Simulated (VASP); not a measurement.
Set up this calculation in VASP 6.6.1, as the native input.

- Task: single point
- Functional: PBE
- Potentials or basis: VASP PAW PBE potentials, release 64 (Os, Ga_d)
- Cutoff: 520 eV
- k mesh: 3 × 3 × 3
- Occupations: fermi-dirac, width 0.05 eV
- Spin: no spin polarisation
- Dipole correction: no
- Further INCAR settings: ALGO = Fast; EDIFF = 1e-06; NBANDS = 80

The structure of Ga2Os lies in POSCAR:

```
Ga2Os
1.0
    6.1584970000     -0.1378730000     -0.0108950000
    0.7901890000      4.7097020000     -0.3328600000
    0.1692220000      0.5641910000      5.9435540000
Os Ga
4 8
Direct
    0.1784444236      0.9717448707      0.2670601040
    0.5822573637      0.6022746211      0.2261407610
    0.4572981543      0.9248519452      0.8682432231
    0.2943865937      0.4592994642      0.9616341942
    0.6332774149      0.0962565185      0.2154099218
    0.8660527593      0.7859721459      0.5998637067
    0.3392860004      0.6300859125      0.6011820399
    0.9180835755      0.2633964957      0.9756180693
    0.1346047001      0.1848823604      0.6518085746
    0.0840119918      0.4972650649      0.3172342609
    0.6550500939      0.2834321067      0.6787417060
    0.8736952711      0.7624112613      0.0040201742
```

The cell was built by a generator and needn't be a form met in nature.

One way to write it, as run:

INCAR

```
PREC = Accurate ; ENCUT = 520
EDIFF = 1E-6 ; ISMEAR = -1
SIGMA = 0.05 ; LREAL = False
LASPH = True ; NELM = 100
ALGO = Fast ; ISIF = 2
LWAVE = False ; LCHARG = True
GGA = PE ; LELF = True
LVHAR = True ; NBANDS = 80
```

KPOINTS

```
regular mesh
0
Gamma
  3 3 3
```

Potentials or basis: VASP PAW PBE potentials, release 64 (Os, Ga_d).

Command:

```console
$ cat potpaw_PBE.64/Os/POTCAR potpaw_PBE.64/Ga_d/POTCAR > POTCAR
$ mpirun -np 1 vasp_std > vasp.out
```

It gave:

```
Pressure               : 23.9 GPa
Largest force          : 4.229 eV/Å
Band gap on the k mesh : none (metal or under the smearing width)
```

Caveat: the k mesh is coarse (spacing up to 0.44 Å⁻¹), so the values aren't converged; so large a pressure means that the cell lies far from this level's equilibrium, or that cutoff or potentials fall short.

Run time: 4.1 min on 1 thread of Intel(R) Xeon(R) 6975P-C (Granite Rapids), with other jobs on the host, peak memory 0.37 GiB.
